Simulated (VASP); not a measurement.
# CaMg3 (Pm-3m) in VASP: single point with LDA

Aim: the single point of CaMg3 with LDA.

Program: VASP 6.6.1. These are calculated values, not measurements. Logs are shortened: lines on timing, memory, paths and dates and some standing lists are left out, and cuts for length are marked.

### Step 1. The structure

It takes space group Pm-3m (No. 221, cubic). The conventional cell has a = 4.754 Å, b = 4.754 Å, c = 4.754 Å, α = 90.00°, β = 90.00°, γ = 90.00°. Ca (site symmetry m-3m) is surrounded by 12 Mg at 3.36 Å. Mg (site symmetry 4/mmm) is surrounded by 4 Ca at 3.36 Å and 8 Mg at 3.36 Å.

The cell comes from a database or a generator and needn't be the stable form of this composition.

### Step 2. Single point, LDA

Input file INCAR:

```
SYSTEM = CaMg3
ALGO     = Normal         ! electronic algorithm
EDIFF    = 1E-7           ! SCF threshold, eV
ENCUT    = 520            ! plane-wave cutoff, eV
ISIF     = 2              ! what is computed and relaxed
ISMEAR   = 1              ! smearing method
LASPH    = .TRUE.         ! aspherical terms in the spheres
LCHARG   = .FALSE.        ! write CHGCAR
LREAL    = .FALSE.        ! projectors in reciprocal space
LWAVE    = .FALSE.        ! write WAVECAR
NBANDS   = 16             ! bands
NELM     = 100            ! most SCF steps
PREC     = Accurate       ! precision mode
SIGMA    = 0.1            ! smearing width, eV
```

Input file KPOINTS:

```
k-points
0
G
  5 5 5
  0 0 0
```

Input file POSCAR:

```
CaMg3
1.0
    4.7539470000      0.0000000000      0.0000000000
    0.0000000000      4.7539470000      0.0000000000
    0.0000000000      0.0000000000      4.7539470000
Ca Mg
1 3
Direct
    0.0000000000      0.0000000000      0.0000000000
    0.5000000000      0.5000000000      0.0000000000
    0.5000000000      0.0000000000      0.5000000000
    0.0000000000      0.5000000000      0.5000000000
```

Potentials or basis: VASP PAW LDA potentials, release 64 (Ca_sv, Mg).

The run is started by

```
cat potpaw_LDA.64/Ca_sv/POTCAR potpaw_LDA.64/Mg/POTCAR > POTCAR
mpirun -np 1 vasp_std > vasp.out
```

OUTCAR:

```text
SYSTEM = CaMg3
   EDIFF = 1E-7
   ENCUT = 520
   ISIF = 2
   ISMEAR = 1
   LASPH = .TRUE.
   LREAL = .FALSE.
   NELM = 100
   PREC = Accurate

 ion  position               nearest neighbor table
   1  0.000  0.000  0.000-   2 3.36   3 3.36   4 3.36   3 3.36   4 3.36   2 3.36   4 3.36   4 3.36
                             2 3.36   3 3.36   3 3.36   2 3.36
   2  0.500  0.500  0.000-   1 3.36   3 3.36   4 3.36   3 3.36   4 3.36   1 3.36   3 3.36   3 3.36
                             1 3.36   4 3.36   4 3.36   1 3.36
   3  0.500  0.000  0.500-   1 3.36   2 3.36   4 3.36   1 3.36   2 3.36   2 3.36   4 3.36   2 3.36
                             1 3.36   4 3.36   1 3.36   4 3.36
   4  0.000  0.500  0.500-   1 3.36   2 3.36   3 3.36   1 3.36   2 3.36   1 3.36   3 3.36   1 3.36
                             2 3.36   3 3.36   2 3.36   3 3.36

  LATTYP: Found a simple cubic cell.
 ALAT       =     4.7539470000

  Lattice vectors:

 A1 = (   4.7539470000,   0.0000000000,   0.0000000000)
 A2 = (   0.0000000000,   4.7539470000,   0.0000000000)
 A3 = (   0.0000000000,   0.0000000000,   4.7539470000)

Analysis of symmetry for initial positions (statically):
=====================================================================
 Subroutine PRICEL returns:
 Original cell was already a primitive cell.

 Routine SETGRP: Setting up the symmetry group for a
 simple cubic supercell.

 Subroutine GETGRP returns: Found 48 space group operations
 (whereof 48 operations were pure point group operations)
 out of a pool of 48 trial point group operations.

The static configuration has the point symmetry O_h .

Analysis of symmetry for dynamics (positions and initial velocities):
=====================================================================
 Subroutine PRICEL returns:
 Original cell was already a primitive cell.

 Routine SETGRP: Setting up the symmetry group for a
 simple cubic supercell.

 Subroutine GETGRP returns: Found 48 space group operations
 (whereof 48 operations were pure point group operations)
 out of a pool of 48 trial point group operations.

The dynamic configuration has the point symmetry O_h .

 Subroutine INISYM returns: Found 48 space group operations
 (whereof 48 operations are pure point group operations),
 and found     1 'primitive' translations

----------------------------------------------------------------------------------------

                                     Primitive cell

  volume of cell :     107.4393

  direct lattice vectors                    reciprocal lattice vectors
     4.753947000  0.000000000  0.000000000     0.210351525  0.000000000  0.000000000
     0.000000000  4.753947000  0.000000000     0.000000000  0.210351525  0.000000000
     0.000000000  0.000000000  4.753947000     0.000000000  0.000000000  0.210351525

  length of vectors
     4.753947000  4.753947000  4.753947000     0.210351525  0.210351525  0.210351525

  position of ions in fractional coordinates (direct lattice)
     0.000000000  0.000000000  0.000000000
     0.500000000  0.500000000  0.000000000
     0.500000000  0.000000000  0.500000000
     0.000000000  0.500000000  0.500000000

  ion indices of the primitive-cell ions
   primitive index   ion index
                 1           1
                 2           2
                 3           3
                 4           4

----------------------------------------------------------------------------------------

 KPOINTS: k-points

Automatic generation of k-mesh.
 Grid dimensions read from file:
 generate k-points for:    5    5    5

 Generating k-lattice:

  Cartesian coordinates                     Fractional coordinates (reciprocal lattice)
     0.042070305  0.000000000  0.000000000     0.200000000  0.000000000  0.000000000
     0.000000000  0.042070305  0.000000000     0.000000000  0.200000000  0.000000000
     0.000000000  0.000000000  0.042070305     0.000000000  0.000000000  0.200000000

  Length of vectors
     0.042070305  0.042070305  0.042070305

  Shift w.r.t. Gamma in fractional coordinates (k-lattice)
     0.000000000  0.000000000  0.000000000

 Subroutine IBZKPT returns following result:
 ===========================================

 Found     10 irreducible k-points:

 Following reciprocal coordinates:
            Coordinates               Weight
  0.000000  0.000000  0.000000      1.000000
  0.200000  0.000000  0.000000      6.000000
  0.400000  0.000000  0.000000      6.000000
  0.200000  0.200000  0.000000     12.000000
  0.400000  0.200000  0.000000     24.000000
  0.400000  0.400000  0.000000     12.000000
  0.200000  0.200000  0.200000      8.000000
  0.400000  0.200000  0.200000     24.000000
  0.400000  0.400000  0.200000     24.000000
  0.400000  0.400000  0.400000      8.000000
   k-points           NKPTS =     10   k-points in BZ     NKDIM =     10   number of bands    NBANDS=     16
   number of dos      NEDOS =    301   number of ions     NIONS =      4
   total plane-waves  NPLWV =  46656
   dimension x,y,z NGX =    36 NGY =   36 NGZ =   36
   dimension x,y,z NGXF=    72 NGYF=   72 NGZF=   72
   ions per type =               1   3
   NGX,Y,Z   is equivalent  to a cutoff of  12.59, 12.59, 12.59 a.u.
   NGXF,Y,Z  is equivalent  to a cutoff of  25.18, 25.18, 25.18 a.u.
 SYSTEM =  CaMg3
   PREC   = accura    normal or accurate (medium, high low for compatibility)
   ISTART =      0    job   : 0-new  1-cont  2-samecut
   ICHARG =      2    charge: 1-file 2-atom 10-const
   ISPIN  =      1    spin polarized calculation?
   LNONCOLLINEAR =      F non collinear calculations
   LSORBIT =      F    spin-orbit coupling
   LASPH  =      T    aspherical Exc in radial PAW
   ENCUT  =  520.0 eV  38.22 Ry    6.18 a.u.   8.84  8.84  8.84*2*pi/ulx,y,z
   NELM   =    100;   NELMIN=  2; NELMDL= -5     # of ELM steps
   EDIFF  = 0.1E-06   stopping-criterion for ELM
   LREAL  =      F    real-space projection
   EDIFFG = 0.1E-05   stopping-criterion for IOM
   NSW    =      0    number of steps for IOM
   IBRION =     -1    ionic relax: 0-MD 1-quasi-New 2-CG
   NFREE  =      0    steps in history (QN), initial steepest desc. (CG)
   ISIF   =      2    stress and relaxation
   ISYM   =      2    0-nonsym 1-usesym 2-fastsym
   POTIM  = 0.5000    time-step for ionic-motion
   TEBEG  =    0.0;   TEEND  =   0.0 temperature during run
   PSTRESS=    0.0 pullay stress
   NELECT =      16.0000    total number of electrons
   NUPDOWN=      -1.0000    fix difference up-down
   EMIN   =  10.00;   EMAX   =-10.00  energy-range for DOS
   EFERMI =   0.00;   METHOD = LEGACY
   ISMEAR =     1;   SIGMA  =   0.10  broadening in eV -4-tet -1-fermi 0-gaus
   EFERMI_NEDOS =   21; number of points for ismear=-14 and -15
   IALGO  =     38    algorithm
   IMIX   =      4    mixing-type and parameters
     AMIX     =   0.40;   BMIX     =  1.00
     AMIX_MAG =   1.60;   BMIX_MAG =  1.00
  volume/ion in A,a.u.               =      26.86       181.26
  Fermi-wavevector in a.u.,A,eV,Ry     =   0.867748  1.639807 10.245014  0.752987
  Thomas-Fermi vector in A             =   1.986327
   LORBIT       =      0    0 simple, 1 ext, 2 COOP (PROOUT), +10 PAW based schemes
   GGA     = CA    functional components
   LHFCALC =     F    Hartree Fock is set to
   AEXX    =    0.0000 exact exchange contribution
   IVDW    =     0    specifies the selected vdW correction
   LEPSILON=     F    determine dielectric tensor
   LRPA    =     F    only Hartree local field effects (RPA)
 non-spin polarized calculation
 Methfessel and Paxton  Order N= 1 SIGMA  =   0.10
  energy-cutoff  :      520.00
  volume of cell :      107.44
 maximum number of plane-waves:      2945
 NGX is ok and might be reduce to    36
   NGX = 17   NGY = 17   NGZ = 17

 number of electron      15.9999996 magnetization

 Free energy of the ion-electron system (eV)
  ---------------------------------------------------
  ext. energy  EPLUGINS =         0.00000000
  ---------------------------------------------------
  free energy    TOTEN  =        -7.88128364 eV

  energy without entropy =       -7.87817240  energy(sigma->0) =       -7.88024656

 E-fermi :   2.2200     XC(G=0):  -8.5415

 val. band max:        2.1701594684   @ k =   0.4000   0.4000   0.4000
 cond. band min:       2.2635727045   @ k =   0.4000   0.2000   0.0000
 fundamental gap:      0.0934132361
 Fermi energy:         2.2200082616

 k-point     1 :       0.0000    0.0000    0.0000
  band No.  band energies     occupation
      1     -38.6339      2.00000
      2     -19.9640      2.00000
      3     -19.9640      2.00000
      4     -19.9640      2.00000
      5      -3.7307      2.00000
      6       1.8087      2.00000
[... 8 lines left out ...]
     15       7.5299      0.00000
     16       7.5299      0.00000

 k-point     2 :       0.2000    0.0000    0.0000
  band No.  band energies     occupation
      1     -38.6338      2.00000
      2     -19.9683      2.00000
      3     -19.9637      2.00000
      4     -19.9637      2.00000
      5      -3.4525      2.00000
      6       0.3773      2.00000
[... 8 lines left out ...]
     15       6.1716      0.00000
     16       7.9514      0.00000

 k-point     3 :       0.4000    0.0000    0.0000
  band No.  band energies     occupation
      1     -38.6336      2.00000
      2     -19.9751      2.00000
      3     -19.9632      2.00000
      4     -19.9632      2.00000
      5      -2.6442      2.00000
      6      -1.2958      2.00000
[... 8 lines left out ...]
     15       5.6714      0.00000
     16       7.1837      0.00000
[... 96 lines left out ...]
 k-point     9 :       0.4000    0.4000    0.2000
  band No.  band energies     occupation
      1     -38.6332      2.00000
      2     -19.9734      2.00000
      3     -19.9733      2.00000
      4     -19.9663      2.00000
      5      -1.4090      2.00000
      6      -0.1457      2.00000
[... 8 lines left out ...]
     15       6.6120      0.00000
     16       6.8898      0.00000

 k-point    10 :       0.4000    0.4000    0.4000
  band No.  band energies     occupation
      1     -38.6330      2.00000
      2     -19.9727      2.00000
      3     -19.9725      2.00000
      4     -19.9725      2.00000
      5      -0.7172      2.00000
      6       0.3419      2.00000
[... 8 lines left out ...]
     15       6.9069      0.00000
     16       6.9070      0.00000

------------------------ aborting loop because EDIFF is reached ----------------------------------------

  FORCE on cell =-STRESS in cart. coord.  units (eV):
  Direction    XX          YY          ZZ          XY          YZ          ZX
  --------------------------------------------------------------------------------------
  -------------------------------------------------------------------------------------
  Total       -1.2978118     -1.2978118     -1.2978118      0.0000000     -0.0000000     -0.0000000
  in kB      -19.3534907    -19.3534907    -19.3534907      0.0000000     -0.0000000     -0.0000000
  external PRESSURE =     -19.3534907 kB  Pullay stress =       0.0000000 kB

 VOLUME and BASIS-vectors are now :
 -----------------------------------------------------------------------------
  energy-cutoff  :      520.00
  volume of cell :      107.44
      direct lattice vectors                 reciprocal lattice vectors
     4.753947000  0.000000000  0.000000000     0.210351525  0.000000000  0.000000000
     0.000000000  4.753947000  0.000000000     0.000000000  0.210351525  0.000000000
     0.000000000  0.000000000  4.753947000     0.000000000  0.000000000  0.210351525

 POSITION                                       TOTAL-FORCE (eV/Angst)
 -----------------------------------------------------------------------------------
      0.00000      0.00000      0.00000         0.000000      0.000000      0.000000
      2.37697      2.37697      0.00000         0.000000      0.000000      0.000000
      2.37697      0.00000      2.37697         0.000000      0.000000      0.000000
      0.00000      2.37697      2.37697         0.000000      0.000000      0.000000
 -----------------------------------------------------------------------------------
    total drift:                                0.000000     -0.000000     -0.000000

  FREE ENERGIE OF THE ION-ELECTRON SYSTEM (eV)
  ---------------------------------------------------
  free  energy   TOTEN  =        -7.8812836384 eV

  energy  without entropy=       -7.8781723953  energy(sigma->0) =       -7.88024656
```

It took 12 s on 1 thread of Intel Xeon Platinum 8488C (Sapphire Rapids), shared host; peak memory 0.17 GiB.

What came out:

| Quantity | Value |
| --- | --- |
| Free energy | -7.8813 eV |
| Pressure | -1.9 GPa |
| Band gap on the k mesh | none (metal or under the smearing width) |

Levels at points of the mesh, in eV from the Fermi level:
| k point | band 4 | band 5 | band 6 | band 7 | band 8 | band 9 | band 10 | band 11 |
| --- | --- | --- | --- | --- | --- | --- | --- | --- |
| (0.00, 0.00, 0.00) | -22.18 | -5.95 | -0.41 | -0.41 | 0.31 | 0.31 | 0.31 | 2.16 |
